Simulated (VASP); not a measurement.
Consider the following.

```yaml
crystal:
  lattice:
    - [1.83308, -3.17498, 0.00000]
    - [1.83308, 3.17498, 0.00000]
    - [0.00000, 0.00000, 5.95773]
  atoms:
    - { symbol: Mg, position: [0.00000, 0.00000, 0.00000] }
    - { symbol: I, position: [0.33333, 0.66667, 0.27832] }
    - { symbol: I, position: [0.66667, 0.33333, 0.72168] }
```

Computed with PBEsol GGA, VASP's PBE PAW potentials (set 64) (plane waves; VASP). Settings: 500 eV cut-off, 7×7×4 Γ-centred mesh, Gaussian smearing of 0.050 eV, potentials Mg I.

Without a dispersion term in the relaxation, distances and binding between the weakly bound layers, chains or molecules are unreliable, and so is what depends on them.

**Question.** Estimate the energy per atom (σ→0), pressure.

**Answer.** 
```json
{
  "energy per atom (σ→0)": "-2.367 eV/atom",
  "pressure": "19.96 GPa"
}
```

The absolute energy has meaning only against runs of the same code, potentials and settings.

The compound is MgI2 in the 1T layered structure. It was relaxed first under an external pressure of 20 GPa.
